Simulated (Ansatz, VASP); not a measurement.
## Cross-check of SnTe2 between VASP and Ansatz

One calculation is typed for both programs; each brings its own data sets. How far apart do they land? The cell is invented: As first built, before any earlier steps moved the atoms (in the runner's words): Te for Se, Sn for Ge in the GeSe2 structure of space group I-42d. It may not be a known or stable phase. The cell is taken from a series of runs on this material, whose earlier steps may have relaxed, scaled, displaced or heated it; both programs get it as it stands.

Main program and level: Ansatz 0.2.0; plane waves, with VASP 6.6.1 beside it; single point at PBE.

### Step 1. The structure

The structure is tetragonal, space group I-42d (No. 122). Conventional cell: a = 6.594 Å, b = 6.594 Å, c = 11.499 Å, α = 90.00°, β = 90.00°, γ = 90.00°. Nearest to Sn lie 4 Te at 2.80 Å. Nearest to Te lie 2 Sn at 2.80 Å. It derives from GeSe2. As first built, before any earlier steps moved the atoms (in the runner's words): Te for Se, Sn for Ge in the GeSe2 structure of space group I-42d. Farther neighbours and most contacts between anions are not listed.

Structure file:

```xyz
6
Lattice="6.5937 0.0000 0.0000 0.0000 6.5937 0.0000 3.2969 3.2969 5.7496" Properties=species:S:1:pos:R:3 pbc="T T T"
Sn    6.5937    3.2969    2.8748
Sn    0.0000    6.5937    0.0000
Te    8.2421    8.1425    4.3122
Te    4.8457    1.6484    1.4374
Te    1.7480    4.9453    1.4374
Te    4.9453    5.0449    4.3122
```

### Step 2. VASP: single point, PBE, pair 1

With cell and atoms fixed, the geometry can't cause a difference; cores, projectors, grids and the points listed under the comparison can.

Lines of VASP's logs that name or quote its potential files are left out, and so is its time.

INCAR reads:

```
SYSTEM = SnTe2
PREC = Accurate
ENCUT = 400
EDIFF = 1E-06
NELM = 120
ISMEAR = 0
SIGMA = 0.01
LREAL = .FALSE.
ALGO = Normal
GGA = PE
NBANDS = 32
LORBIT = 11
LWAVE = .FALSE.
LCHARG = .FALSE.
ISIF = 2
LASPH = .TRUE.
GGA_COMPAT = .FALSE.
EFERMI = MIDGAP
KPAR = 2
```

POSCAR reads:

```
SnTe2
1.0
    6.5937160570      0.0000000000      0.0000000000
    0.0000000000      6.5937160570      0.0000000000
    3.2968580280      3.2968580280      5.7495732510
Sn Te
2 4
Direct
    0.7500000000      0.2500000000      0.5000000000
    0.0000000000      1.0000000000      0.0000000000
    0.8750000000      0.8598928518      0.7500000000
    0.6098928518      0.1250000000      0.2500000000
    0.1401071482      0.6250000000      0.2500000000
    0.3750000000      0.3901071482      0.7500000000
```

KPOINTS reads:

```
Automatic mesh
0
Gamma
4 4 4
0 0 0
```

PAW data sets: Sn_d and Te (PBE family, release 64).

Command:

```bash
> mpirun -np 2 vasp_std
```

Numbers of over 12 decimals in the logs are rounded to 6 here.

The program printed:

```text
[banner, memory and clock lines left out]
running    2 mpi-ranks, on    1 nodes
 distrk:  each k-point on    1 cores,    2 groups
 distr:  one band on    1 cores,    1 groups

 POSCAR found type information on POSCAR SnTe
 POSCAR found :  2 types and       6 ions
 LDA part: xc-table for (Slater+PW92), standard interpolation
 POSCAR, INCAR and KPOINTS ok, starting setup
 FFT: planning ... GRIDC
 FFT: planning ... GRID_SOFT
 FFT: planning ... GRID
 WAVECAR not read
 entering main loop
       N       E                     dE             d eps       ncg     rms          rms(c)
DAV:   1     0.383183368205E+03    0.38318E+03   -0.19631E+04   832   0.134E+03
DAV:   2     0.248483379004E+02   -0.35834E+03   -0.35115E+03   920   0.330E+02
DAV:   3    -0.192427985174E+02   -0.44091E+02   -0.43487E+02  1032   0.128E+02
DAV:   4    -0.210495060650E+02   -0.18067E+01   -0.18023E+01   936   0.301E+01
DAV:   5    -0.211290136503E+02   -0.79508E-01   -0.79497E-01  1264   0.606E+00    0.977E+00
DAV:   6    -0.208382088830E+02    0.29080E+00   -0.53153E-01  1040   0.573E+00    0.731E+00
DAV:   7    -0.208104609713E+02    0.27748E-01   -0.31273E-01  1104   0.270E+00    0.826E-01
DAV:   8    -0.208059834262E+02    0.44775E-02   -0.32432E-02   984   0.140E+00    0.645E-01
DAV:   9    -0.208079595311E+02   -0.19761E-02   -0.70864E-03  1040   0.356E-01    0.179E-01
DAV:  10    -0.208078888699E+02    0.70661E-04   -0.21236E-04  1032   0.107E-01    0.762E-02
DAV:  11    -0.208080421820E+02   -0.15331E-03   -0.22679E-04   912   0.639E-02    0.563E-02
DAV:  12    -0.208080477978E+02   -0.56157E-05   -0.87117E-06   960   0.170E-02    0.300E-02
DAV:  13    -0.208080495621E+02   -0.17643E-05   -0.37277E-06   784   0.109E-02    0.684E-03
DAV:  14    -0.208080500254E+02   -0.46335E-06   -0.82734E-07   576   0.446E-03
   1 F= -.20808050E+02 E0= -.20808050E+02  d E =0.000000E+00
```

Parts of OUTCAR (step 2):

```text
ion  position               nearest neighbor table
   1  0.750  0.250  0.500-   4 2.80   6 2.80   3 2.80   5 2.80
   2  0.000  0.000  0.000-   3 2.80   5 2.80   4 2.80   6 2.80
   3  0.875  0.860  0.750-   2 2.80   1 2.80
   4  0.610  0.125  0.250-   1 2.80   2 2.80
   5  0.140  0.625  0.250-   2 2.80   1 2.80
   6  0.375  0.390  0.750-   1 2.80   2 2.80

  LATTYP: Found a body centered tetragonal cell.
 ALAT       =     6.5937160570
 C/A-ratio  =     1.7439553664

 Subroutine GETGRP returns: Found  8 space group operations
 (whereof  4 operations were pure point group operations)

The static configuration has the point symmetry S_4 .
 The point group associated with its full space group is D_2d.

 Found     13 irreducible k-points:

   k-points           NKPTS =     13   k-points in BZ     NKDIM =     13   number of bands    NBANDS=     32

   dimension x,y,z NGX =    48 NGY =   48 NGZ =   48
   dimension x,y,z NGXF=    96 NGYF=   96 NGZF=   96

   ENCUT  =  400.0 eV  29.40 Ry    5.42 a.u.  10.75 10.75 12.07*2*pi/ulx,y,z

   NELECT =      52.0000    total number of electrons

 k-points in reciprocal lattice and weights: Automatic mesh
   0.00000000  0.00000000  0.00000000       0.016
   0.25000000  0.00000000  0.00000000       0.125
   0.50000000  0.00000000  0.00000000       0.062
   0.25000000  0.25000000  0.00000000       0.125
   0.50000000  0.25000000  0.00000000       0.250
  -0.25000000  0.25000000  0.00000000       0.062
   0.50000000  0.50000000  0.00000000       0.031
   0.00000000  0.00000000  0.25000000       0.031
   0.50000000  0.00000000  0.25000000       0.062
  -0.25000000  0.00000000  0.25000000       0.125
   0.50000000  0.50000000  0.25000000       0.031
  -0.25000000 -0.25000000  0.25000000       0.062
   0.00000000  0.00000000  0.50000000       0.016

 average (electrostatic) potential at core
       1-103.9604       2-103.9604       3 -90.6436       4 -90.6436       5 -90.6436
       6 -90.6436

 E-fermi :   3.6546

 k-point     1 :       0.0000    0.0000    0.0000
  band No.  band energies     occupation
    ...
     22       1.5275      2.00000
     23       1.5275      2.00000
     24       3.0472      2.00000
     25       3.0472      2.00000
     26       3.3023      2.00000
     27       4.2151      0.00000
     28       4.5155      0.00000
     29       5.1750      0.00000
     30       6.5192      0.00000
     31       6.5192      0.00000
    ...

 k-point     2 :       0.2500    0.0000    0.0000
  band No.  band energies     occupation
    ...
     22       1.5258      2.00000
     23       1.7836      2.00000
     24       2.3338      2.00000
     25       2.8239      2.00000
     26       3.1332      2.00000
     27       4.6609      0.00000
     28       4.7586      0.00000
     29       5.7291      0.00000
     30       6.2955      0.00000
     31       6.3528      0.00000
    ...

 k-point     3 :       0.5000    0.0000    0.0000
  band No.  band energies     occupation
    ...
     22       1.1860      2.00000
     23       2.0822      2.00000
     24       2.3335      2.00000
     25       2.6039      2.00000
     26       2.9717      2.00000
     27       4.7861      0.00000
     28       4.8367      0.00000
     29       6.0734      0.00000
     30       6.5792      0.00000
     31       6.9763      0.00000
    ...

  Total       -0.0030338     -0.0030338      0.0383122      0.0000000     -0.0000000     -0.0000000
  in kB       -0.0194446     -0.0194446      0.2455563      0.0000000     -0.0000000     -0.0000000
  external PRESSURE =       0.0688890 kB  Pullay stress =       0.0000000 kB

  energy-cutoff  :      400.00
  volume of cell :      249.97
      direct lattice vectors                 reciprocal lattice vectors
     6.593716057  0.000000000  0.000000000     0.151659548  0.000000000 -0.086962976
     0.000000000  6.593716057  0.000000000     0.000000000  0.151659548 -0.086962976
     3.296858028  3.296858028  5.749573251     0.000000000  0.000000000  0.173925952

 POSITION                                       TOTAL-FORCE (eV/Angst)
 -----------------------------------------------------------------------------------
      6.59372      3.29686      2.87479         0.000000     -0.000000      0.000000
      0.00000      0.00000      0.00000         0.000000     -0.000000      0.000000
      8.24215      8.14253      4.31218         0.000000     -0.005107      0.000000
      4.84567      1.64843      1.43739        -0.005107     -0.000000      0.000000
      1.74804      4.94529      1.43739         0.005107     -0.000000      0.000000
      4.94529      5.04490      4.31218         0.000000      0.005107      0.000000
 -----------------------------------------------------------------------------------
    total drift:                               -0.000002     -0.000002     -0.000003

  FREE ENERGIE OF THE ION-ELECTRON SYSTEM (eV)
  ---------------------------------------------------
  free  energy   TOTEN  =       -20.8080500254 eV

  energy  without entropy=      -20.8080500254  energy(sigma->0) =      -20.80805003

 total charge
# of ion       s       p       d       tot
------------------------------------------
    1        1.142   1.057  10.018  12.217
    2        1.142   1.057  10.018  12.217
    3        1.398   1.937   0.021   3.357
    4        1.398   1.937   0.021   3.357
    5        1.398   1.937   0.021   3.357
    6        1.398   1.937   0.021   3.357
--------------------------------------------------
tot          7.878   9.863  20.120  37.860

[... 3 further parts left out ...]
```

The run ends at a pressure of 0.01 GPa, with forces up to 0.0051 eV/Å.

### Step 3. Ansatz: single point, PBE, pair 1

Ansatz runs on its default PAW (the set named soft_2) files.

The same cell, functional and mesh now go to Ansatz, which takes its cutoff from its data sets.

input.yaml reads:

```yaml
crystal:
  lattice:
    - [6.593716057, 0.0, 0.0]
    - [0.0, 6.593716057, 0.0]
    - [3.296858028, 3.296858028, 5.749573251]
  atoms:
    - { symbol: Sn, position: [0.75, 0.25, 0.5] }
    - { symbol: Sn, position: [0.0, 0.0, 0.0] }
    - { symbol: Te, position: [0.875, 0.8598928518, 0.75] }
    - { symbol: Te, position: [0.6098928518, 0.125, 0.25] }
    - { symbol: Te, position: [0.1401071482, 0.625, 0.25] }
    - { symbol: Te, position: [0.375, 0.3901071482, 0.75] }
kpoints:
  mp_grid: { grid: [4, 4, 4] }
scf:
  occupations: { method: fixed }
hamiltonian:
  xc: pbe
output:
  eigenvalues: true
  transmission:
    leads: [[0, 0]]
    kpoints: [[0.0, 0.0], [0.5, 0.0]]
    e_range: [-1.0, 1.7]
    de: 0.07
```

Command:

```bash
> ansatz run input.yaml --threads 2 --pin off --max-ram 4096MiB --backend cpu --events-out ev --progress --plain --runs-dir out
```

The program printed:

```text
Engine: ansatz 0.2.0, aarch64-unknown-linux-gnu
Pseudopotentials: kind: paw
Pseudopotential: Sn, paw, valence charge 14, recommended cutoff 420 eV (normal), Sn.paw.azcp
Pseudopotential: Te, paw, valence charge 16, recommended cutoff 420 eV (normal), Te.paw.azcp
Functional definition: PBE
  parameter kappa = 0.804
  parameter beta = 0.066725
  exchange = pbe_x(kappa = kappa, mu = beta*pi^2/3)
  correlation = pbe_c(beta = beta)
Crystal: 6 atoms, lattice volume = 249.975 Å³
Basis set: ecut = 420 eV, 4923 PW (Γ)
Bands: 56, of which v1, the nominal top of the filled ones, is band 46 counted from 1 (45 counted from 0)
Symmetry: 8 space group operations
Space group: I-42d (ITA 122), of the structure as read, at distance tolerance 6.3e-5 Å
k-points: 13 of 64 (time reversal used)
Non-local potential: Sn, projectors of the file, l = 0: 2, l = 1: 2, l = 2: 2, l = 3: 2
Non-local potential: Te, projectors of the file, l = 0: 2, l = 1: 2, l = 2: 2, l = 3: 2
PAW form: soft (Blöchl's): semilocal exchange-correlation on the pseudo side does not see the compensation charge
PAW one-centre angular grid: Sn, 590 points (default); XC on 64 Gauss nodes
PAW one-centre angular grid: Te, 590 points (default); XC on 64 Gauss nodes
Initial density: superposition of atomic densities (neutral atoms: chi_scale 0, normalization atom), corrected by the library's trained network
Initial wavefunctions: pseudopotential atomic-orbital guess
Functional: x = pbe(κ = 0.804, μ = 0.219515), c = pbe(β = 0.066725)
SCF iter   1: F=—  HF=-39968.812917 eV  |F-HF|=—  |Δ(HF+E_count)|=         —  Δρ=1.14e-3  dr2=3.86e-3  ethr=1.77e-3  ⟨swp⟩=5.4  Hψ=2384  notcnv=0  defer=104
preconditioner: auto → Resta (q_TF=auto, 2.310 Å⁻¹)  ε∞=3.6  [insulator: Δε(μ)=0.698 eV  Ē_g=8.231 eV  n_scr=60 (ndim 8)  ℏωp=13.3 eV  f_vac=0.106  ε∞_Penn≈3.6]
SCF iter   2: F=—  HF=-39968.810868 eV  |F-HF|=—  |Δ(HF+E_count)|=   2.05e-3  Δρ=6.33e-4  dr2=1.34e-3  ethr=4.19e-6  ⟨swp⟩=2.7  Hψ=1500  notcnv=0  defer=104
SCF iter   3: F=—  HF=-39968.810909 eV  |F-HF|=—  |Δ(HF+E_count)|=   4.13e-5  Δρ=2.75e-4  dr2=2.44e-4  ethr=1.46e-6  ⟨swp⟩=2.0  Hψ=1058  notcnv=0  defer=104
SCF iter   4: F=—  HF=-39968.811098 eV  |F-HF|=—  |Δ(HF+E_count)|=   1.88e-4  Δρ=8.41e-5  dr2=1.59e-5  ethr=2.65e-7  ⟨swp⟩=3.0  Hψ=1294  notcnv=0  defer=103
SCF iter   5: F=—  HF=-39968.811071 eV  |F-HF|=—  |Δ(HF+E_count)|=   2.64e-5  Δρ=2.46e-5  dr2=2.00e-6  ethr=1.73e-8  ⟨swp⟩=2.0  Hψ=1292  notcnv=0  defer=51
SCF iter   6: F=—  HF=-39968.811073 eV  |F-HF|=—  |Δ(HF+E_count)|=   1.82e-6  Δρ=7.14e-6  dr2=2.02e-7  ethr=2.17e-9  ⟨swp⟩=2.0  Hψ=1032  notcnv=0  defer=51
SCF iter   7: F=-39968.811073 eV  HF=-39968.811073 eV  |F-HF|=1.90e-8  |Δ(HF+E_count)|=   1.84e-7  Δρ=2.78e-6  dr2=2.10e-8  ethr=1.09e-10  ⟨swp⟩=13.6  Hψ=3118  notcnv=0
SCF 1 converged in 7 iterations: F = -39968.811073 eV  dr2 = 2.10e-8
  greatest PAW one-centre occupation: 0.998 electrons in one spin orbital (limit 2), on the Te atom at site 3 (counted from 0), in its partial waves of l = 2
transmission: 8 of 16 steps passed
transmission: 16 of 16 steps passed
SCF converged after 7 iterations
Free energy (F): -39968.811073 eV
Harris-Foulkes:  -39968.811073 eV  (|F-HF|=1.90e-8)
Internal energy: -39968.811073 eV  (E = F + TS)
E sigma→0 (E₀):  -39968.811073 eV
Fermi energy:    5.431276 eV
--- Per-component energies (eV) ---
  E_band       = -1532.005940
  E_kinetic    = 1091.003562
  E_local      = -8931.067407  (includes V_loc(G=0)·N_el)
  E_nonlocal   = -1303.973034
  E_hartree    = 5226.333055
  E_xc         = -1257.121829
  E_vxc        = -601.873901  (∫ρ·V_xc dr)
  E_paw        = -26927.195430  (= ΣΔE_a)
  E_vpaw       = -2238.768436  (= ΣTr[D̂ρ^β])
  E_aug_tail   = -0.000738  (compensation charges beyond the density's cutoff)
  E_ewald      = -7866.789252
  E_smearing   = -0.000000  (= −TS)
  E_closure    = 0.000000  (closes the sum)
  Σ components = -39968.811073   (vs F -39968.811073, Δ=0.00e0)
--- Band table (eV; the first three rows and the last of 13) ---
  k-point 0: bands = [... 42 lower, 3.6473, 5.1732, 5.1732, 5.4313, 6.3546, 6.6339, 7.3061, 8.6532, ... 6 higher]
  k-point 1: bands = [... 42 lower, 3.6793, 4.5600, 4.9551, 4.9551, 6.4480, 6.5519, 7.8078, 8.1684, ... 6 higher]
  k-point 2: bands = [... 42 lower, 3.8528, 3.8528, 4.8649, 4.8649, 6.1300, 6.1300, 7.5511, 7.5511, ... 6 higher]
  k-point 12: bands = [... 42 lower, 4.7481, 4.7481, 4.8256, 4.8256, 6.5832, 6.5832, 8.1951, 8.1951, ... 6 higher]
--- Transmission ---
  basis      : 377 plane waves across, 8 finite elements along
  points     : 2, as listed
  energies   : 39 from -1.000000 to 1.660000 eV about the Fermi level, 0.070000 eV apart; the leads are filled to 0.349368 eV, and channels, transmission and decay are at 0.330000 eV
  crystal 0  : Te4Sn2, at the sites [0, 0], period 5.7496 Å: whole cells are its period
    offset         : up to 0.0000 Å between an atom of the period and one for which it stands
    channels       : 0.000000e0 a spin
    conductance    : none, the energies end too early or step too widely for 300 K: set another output.transmission.e_range or a lower de, or, where they end at an eighth of basis.ecutwfc, a higher one
    slowest decay  : 0.0974 /Å at (0.0000, 0.0000)
```

### Step 4. Comparison

Known differences besides the potentials themselves: fixed occupations in Ansatz, narrow Gaussian smearing in VASP; the data sets hold 92 valence electrons in Ansatz (on its default PAW (the set named soft_2) files) and 52 in VASP; the cutoff is 420 eV in Ansatz and 400 eV in VASP. Total energies have different zeros and are not compared.

The two programs side by side:

```tsv
quantity	Ansatz	VASP	difference
gap on the k mesh (eV)	0.699	0.705	-0.006
```

A gap on the mesh is an upper bound, since the band edges may lie between its points.

(Part 1 of 2 ends here.)

[Lines on the potential files, build, host, timing and source positions are cut from VASP's logs without a mark.]

[Logs are printed without paths, hosts, clocks, repeated set-up lines and the standing remarks that a program may print on its own settings, such as how far it seeks lower states.]

[Hosts, paths, dates, database ids (printed as entryN), source tags and the programs' standing remarks are cut or masked in the printed files.]
